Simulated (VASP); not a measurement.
Energy against volume of CsI (CsCl type). Computed with RPBE GGA, VASP's PBE PAW potentials (set 64) (plane waves; VASP). Run with 520 eV cut-off, 6×6×6 Γ-centred mesh, Gaussian smearing of 0.050 eV, potentials Cs_sv I.

```json
[
 {"V (Å³/atom)": "55.896", "E (eV/atom)": "-2.53936"},
 {"V (Å³/atom)": "57.625", "E (eV/atom)": "-2.54090"},
 {"V (Å³/atom)": "59.354", "E (eV/atom)": "-2.54020"},
 {"V (Å³/atom)": "61.083", "E (eV/atom)": "-2.53761"}
]
```

Task: Fit these four points and predict the energy of the run at 54.168 Å³/atom.

Result: A cubic in V^(−2/3), the third-order Birch-Murnaghan form, passes through the four points with V0 = 57.90 Å³/atom and B0 = 7 GPa, and gives -2.5352 eV/atom there. The run gave -2.5352 eV/atom, -0.0 meV/atom from the fit; all five points give B0 = 7 GPa.

The compound is CsI in the CsCl type structure. It was relaxed first, which changed the volume by +21 %.
